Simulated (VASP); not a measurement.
Energy against volume of SnO (litharge). Computed with optB86b-vdW, VASP's PBE PAW potentials (set 64) (plane waves; VASP 6.6.1). Numerical set-up: 520 eV cut-off, 6×6×5 Γ-centred mesh, Gaussian smearing of 0.050 eV, potentials Sn_d O.

Shape and ions are relaxed at each volume.

```json
[
 {"V (Å³/atom)": "17.084", "E (eV/atom)": "-3.37003"},
 {"V (Å³/atom)": "17.612", "E (eV/atom)": "-3.37264"},
 {"V (Å³/atom)": "18.141", "E (eV/atom)": "-3.37211"},
 {"V (Å³/atom)": "18.669", "E (eV/atom)": "-3.36904"}
]
```

Q: Fit these four points and predict the energy of the run at 16.555 Å³/atom.

A: A cubic in V^(−2/3), the third-order Birch-Murnaghan form, passes through the four points with V0 = 17.77 Å³/atom and B0 = 30 GPa, and gives -3.3635 eV/atom there. The run gave -3.3636 eV/atom, -0.1 meV/atom from the fit; all five points give B0 = 30 GPa.

The compound is SnO in the litharge structure. It was relaxed first.
